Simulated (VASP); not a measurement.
Here is the system:

```yaml
crystal:
  lattice:
    - [4.18332, 0.00000, 0.00000]
    - [0.00000, 4.18332, 0.00000]
    - [0.00000, 0.00000, 2.67344]
  atoms:
    - { symbol: Si, position: [0.00000, 0.00000, 0.00000] }
    - { symbol: Si, position: [0.50000, 0.50000, 0.50000] }
    - { symbol: O, position: [0.30602, 0.30602, 0.00000] }
    - { symbol: O, position: [0.80602, 0.19398, 0.50000] }
    - { symbol: O, position: [0.19398, 0.80602, 0.50000] }
    - { symbol: O, position: [0.69398, 0.69398, 0.00000] }
```

Calculation: r2SCAN meta-GGA, VASP's PBE PAW potentials (set 64) (plane waves; VASP). Settings: 520 eV cut-off, 6×6×9 Γ-centred mesh, tetrahedra with Blöchl corrections, potentials Si O.

### Question
Give the energies of bands 6 to 19 at the high-symmetry points, in eV from the valence-band maximum.

### Answer

```json
[
 {"band": "6", "Γ": "-6.49", "X": "-9.43", "M": "-8.00", "Z": "-9.60", "R": "-9.47", "A": "-10.87"},
 {"band": "7", "Γ": "-6.49", "X": "-4.60", "M": "-5.96", "Z": "-6.97", "R": "-8.22", "A": "-8.25"},
 {"band": "8", "Γ": "-6.31", "X": "-4.60", "M": "-5.96", "Z": "-6.97", "R": "-8.22", "A": "-8.25"},
 {"band": "9", "Γ": "-5.48", "X": "-4.55", "M": "-4.09", "Z": "-6.37", "R": "-6.60", "A": "-4.59"},
 {"band": "10", "Γ": "-5.17", "X": "-4.55", "M": "-4.09", "Z": "-6.37", "R": "-6.60", "A": "-4.59"},
 {"band": "11", "Γ": "-3.19", "X": "-3.93", "M": "-3.31", "Z": "-4.66", "R": "-4.00", "A": "-4.53"},
 {"band": "12", "Γ": "-3.19", "X": "-3.93", "M": "-3.31", "Z": "-4.66", "R": "-4.00", "A": "-4.53"},
 {"band": "13", "Γ": "-2.52", "X": "-2.72", "M": "-2.69", "Z": "-3.11", "R": "-2.30", "A": "-1.77"},
 {"band": "14", "Γ": "-0.88", "X": "-2.72", "M": "-2.69", "Z": "-3.11", "R": "-2.30", "A": "-1.77"},
 {"band": "15", "Γ": "-0.88", "X": "-1.07", "M": "-2.31", "Z": "-2.71", "R": "-1.80", "A": "-1.60"},
 {"band": "16", "Γ": "0.00", "X": "-1.07", "M": "-2.31", "Z": "-2.71", "R": "-1.80", "A": "-1.60"},
 {"band": "17", "Γ": "6.48", "X": "8.67", "M": "8.36", "Z": "10.13", "R": "9.80", "A": "8.14"},
 {"band": "18", "Γ": "7.60", "X": "8.67", "M": "8.36", "Z": "10.13", "R": "9.80", "A": "8.14"},
 {"band": "19", "Γ": "9.43", "X": "10.01", "M": "11.02", "Z": "13.73", "R": "10.89", "A": "12.00"}
]
```

The gap is direct, 6.48 eV, from the valence maximum at Γ to the conduction minimum at Γ.

The compound is SiO2 in the rutile structure, stishovite, a high-pressure form. It was relaxed first.
